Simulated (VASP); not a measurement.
An input for Ansatz (written as the equivalent of a VASP run, and not itself run):

Ansatz 0.2 input:
```yaml
crystal:
  lattice:
    - [0.0000000, 2.7161158, 2.7161158]
    - [2.7161158, 0.0000000, 2.7161158]
    - [2.7161158, 2.7161158, 0.0000000]
  atoms:
    - { symbol: Li, position: [0.0000000, 0.0000000, 0.0000000] }
    - { symbol: Br, position: [0.5000000, 0.5000000, 0.5000000] }
kpoints:
  mp_grid: { grid: [9, 9, 9] }
hamiltonian:
  xc: pbe
  dispersion: d4
  pseudopotentials: { kind: paw }
scf:
  occupations: { method: tetrahedron }
  max_iter: 100
output: { forces: true, stress: true, eigenvalues: true }
```

**Question.** Write the VASP files for the same calculation (PBE-D4).

**Answer.** One answer among several that fit: 
### POSCAR
```
LiBr
2.7161160
  0.0000000000   0.9999999337   0.9999999337
  0.9999999337   0.0000000000   0.9999999337
  0.9999999337   0.9999999337   0.0000000000
Li Br
1 1
Cart
  0.0000000000   0.0000000000   0.0000000000
  0.9999999337   0.9999999337   0.9999999337
```

KPOINTS:
```
Automatic mesh
0
Gamma
9 9 9
0 0 0
```

### INCAR
```
SYSTEM = LiBr
PREC = Accurate
ENCUT = 520
EDIFF = 1E-7
NELM = 100
ALGO = Normal
LREAL = .FALSE.
LASPH = .TRUE.
ISMEAR = -5
GGA = PE
IVDW = 13
LMAXMIX = 4
LWAVE = .FALSE.
LCHARG = .TRUE.
LORBIT = 11
NEDOS = 601
ISIF = 2
```

POTCAR, in this order: Li_sv Br (PBE.64 set). Program: vasp_std.

What does not carry over: each code has its own PAW files, so the cut-off isn't converted (ENCUT is set for VASP's; basis.ecutwfc is left out, and Ansatz then takes the one that its files recommend); Ansatz stops its SCF on the density residual and VASP on the energy change (EDIFF).

The compound is LiBr in the rock salt structure. It was relaxed first.
